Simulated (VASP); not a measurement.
Consider the following.

```
Au
1.0
    0.00000     2.02487     2.02487
    2.02487     0.00000     2.02487
    2.02487     2.02487     0.00000
Au
1
Direct
  0.00000   0.00000   0.00000
```

Computed with LDA (Ceperley-Alder, Perdew-Zunger), VASP's LDA PAW potentials (set 64) (plane waves; VASP 6.6.1). Run with 500 eV cut-off, 15×15×15 Γ-centred mesh, first-order Methfessel-Paxton smearing of 0.10 eV, potentials Au.

Energy and stress use the plane-wave basis of the starting cell.

### Question
The ions, cell shape and volume at an external pressure of 5.0 GPa are relaxed. What does this cell relax into?

### Answer

```
Au
1.0
    0.00000     2.00885     2.00885
    2.00885     0.00000     2.00885
    2.00885     2.00885     0.00000
Au
1
Cartesian
  0.00000   0.00000   0.00000
```
Space group Fm-3m (225), at a tolerance of 0.03 Å.

### Question
How do energy and volume change from the first to the last step?

### Answer
The energy (σ→0) changes by +5.8 meV/atom and the volume by -2.4 %, in 3 ionic steps.

```
step  E(σ→0) (eV)  max force (eV/Å)  pressure (GPa)  volume (Å³)
----  -----------  ----------------  --------------  -----------
1         -4.4448             0.000            0.00        16.60
2         -4.3815             0.000           18.26        15.39
3         -4.4390             0.000            4.90        16.21
```

The compound is Au in the fcc structure. This run relaxes it under an external pressure of 5 GPa. Symmetry was kept, so distortions that lower it aren't found.
